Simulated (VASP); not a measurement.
**Pb (space group P6_3/mmc): computed properties**

Method: PBEsol GGA, VASP's PBE PAW potentials (set 64) (plane waves; VASP).

```json
{
 "space_group": "P6_3/mmc (194)",
 "cell": "a = 3.464 Å, b = 3.464 Å, c = 5.710 Å, α = 90.00°, β = 90.00°, γ = 120.00°",
 "volume_per_atom": "29.68 Å^3/atom",
 "band gap (over mesh and band path)": "none (metal, semimetal or under 0.01 eV)",
 "band_gap_with_spin_orbit_coupling": "none (metallic)",
 "density": "11.59 g/cm³"
}
```

```yaml
crystal:
  lattice:
    - [3.46434, 0.00000, 0.00000]
    - [-1.73217, 3.00020, 0.00000]
    - [0.00000, 0.00000, 5.71032]
  atoms:
    - { symbol: Pb, position: [0.33333, 0.66667, 0.25000] }
    - { symbol: Pb, position: [0.66667, 0.33333, 0.75000] }
```

Unless said otherwise, spin-orbit coupling is left out, though it shifts the bands of the heavy elements here.

The structure comes from a measured Pb entry (P6_3/mmc) of the Crystallography Open Database, whose conditions weren't checked. It was relaxed first. Symmetry was kept, so distortions that lower it aren't found.
